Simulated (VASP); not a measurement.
All values below come from LDA (Ceperley-Alder, Perdew-Zunger), VASP's LDA PAW potentials (set 64) (plane waves; VASP).

VASP ran on this input.

### INCAR
```
SYSTEM = PbO
PREC = Accurate
ENCUT = 520
EDIFF = 1E-7
NELM = 100
ALGO = Normal
LREAL = .FALSE.
LASPH = .TRUE.
ISMEAR = 0
SIGMA = 0.01
LMAXMIX = 4
LWAVE = .FALSE.
LCHARG = .FALSE.
LOPTICS = .TRUE.
NBANDS = 72
NEDOS = 1001
CSHIFT = 0.1
```

KPOINTS:
```
kpoints
0
gamma
  10 10 8
0 0 0
```

### POSCAR
```
PbO
1
    3.9443926837     0.0000000000     0.0000000000
    0.0000000000     3.9443926837    -0.0000000000
    0.0000000000    -0.0000000000     4.8878271118
Pb O
2 2
Direct
  0.5000000000   1.0000000000   0.7579538409
  0.0000000000   0.5000000000   0.2420461591
  0.5000000000   0.5000000000   0.0000000000
  1.0000000000   0.0000000000   0.0000000000
```

POTCAR, in this order: Pb_d O (LDA.64 set). Program: vasp_std.

Output of the run:

**OSZICAR**
```
       N       E                     dE             d eps       ncg     rms          rms(c)
DAV:   1     0.501434247357E+03    0.50143E+03   -0.14214E+04 17296   0.670E+02
DAV:   2     0.596906108402E+02   -0.44174E+03   -0.37628E+03 15832   0.244E+02
DAV:   3    -0.249210928893E+02   -0.84612E+02   -0.81555E+02 16864   0.913E+01
DAV:   4    -0.286690685621E+02   -0.37480E+01   -0.37395E+01 18056   0.204E+01
DAV:   5    -0.287490535730E+02   -0.79985E-01   -0.79965E-01 20160   0.323E+00    0.119E+01
DAV:   6    -0.247862091407E+02    0.39628E+01   -0.11532E+01 24136   0.155E+01    0.546E+00
DAV:   7    -0.244804302703E+02    0.30578E+00   -0.16375E+00 19720   0.467E+00    0.215E+00
DAV:   8    -0.244058220438E+02    0.74608E-01   -0.30076E-01 18744   0.186E+00    0.417E-01
DAV:   9    -0.244036209828E+02    0.22011E-02   -0.10364E-02 20176   0.402E-01    0.180E-01
DAV:  10    -0.244034557584E+02    0.16522E-03   -0.86897E-04 21344   0.128E-01    0.483E-02
DAV:  11    -0.244034228944E+02    0.32864E-04   -0.15936E-04 22360   0.588E-02    0.222E-02
DAV:  12    -0.244034179764E+02    0.49180E-05   -0.15234E-05 18576   0.140E-02    0.659E-03
DAV:  13    -0.244034177803E+02    0.19610E-06   -0.73564E-07 20536   0.261E-03    0.434E-03
DAV:  14    -0.244034174597E+02    0.32056E-06   -0.52131E-07 20080   0.278E-03    0.359E-04
DAV:  15    -0.244034174608E+02   -0.11032E-08   -0.24130E-08 10096   0.538E-04
   1 F= -.24403417E+02 E0= -.24403417E+02  d E =-.277744E-25
 imaginary and real dielectric function
```

### OUTCAR
```
------------------------ aborting loop because EDIFF is reached ----------------------------------------
  FORCE on cell =-STRESS in cart. coord.  units (eV):
  Direction    XX          YY          ZZ          XY          YZ          ZX
  --------------------------------------------------------------------------------------
  Total       -0.0088000     -0.0088000     -0.0677327      0.0000000      0.0000000      0.0000000
  in kB       -0.1854027     -0.1854027     -1.4270294      0.0000000      0.0000000      0.0000000
  external PRESSURE =      -0.5992782 kB  Pullay stress =       0.0000000 kB
  volume of cell :       76.05
      direct lattice vectors                 reciprocal lattice vectors
     3.944392684  0.000000000  0.000000000     0.253524454  0.000000000  0.000000000
     0.000000000  3.944392684  0.000000000     0.000000000  0.253524454  0.000000000
     0.000000000  0.000000000  4.887827112     0.000000000  0.000000000  0.204589888
 POSITION                                       TOTAL-FORCE (eV/Angst)
 -----------------------------------------------------------------------------------
      1.97220      0.00000      3.70475        -0.000000     -0.000000      0.016317
      0.00000      1.97220      1.18308        -0.000000     -0.000000     -0.016317
      1.97220      1.97220      0.00000         0.000000     -0.000000      0.000000
      0.00000      0.00000      0.00000        -0.000000      0.000000      0.000000
 -----------------------------------------------------------------------------------
    total drift:                                0.000000      0.000000      0.000000
  FREE ENERGIE OF THE ION-ELECTRON SYSTEM (eV)
  ---------------------------------------------------
  free  energy   TOTEN  =       -24.4034174608 eV

  energy  without entropy=      -24.4034174608  energy(sigma->0) =      -24.40341746

 plasma frequency squared (from intraband transitions) (eV^2)
  --------------------------------------------------------------------------------------
       0.000       0.000       0.000
       0.000       0.000       0.000
       0.000       0.000       0.000

 plasma frequency squared (from interband transitions, int dw w eps(2)(w)) (eV^2)
  --------------------------------------------------------------------------------------
     562.085       0.000       0.000      -0.000      -0.000       0.000
       0.000       0.000     562.085       0.000      -0.000       0.000
      -0.000      -0.000      -0.000      -0.000     562.509       0.000
```
(Selected blocks of OUTCAR.)

The dielectric response may not be converged in the k-mesh; for small gaps it tends to come out too large.

The compound is PbO in the litharge structure. It was relaxed first.
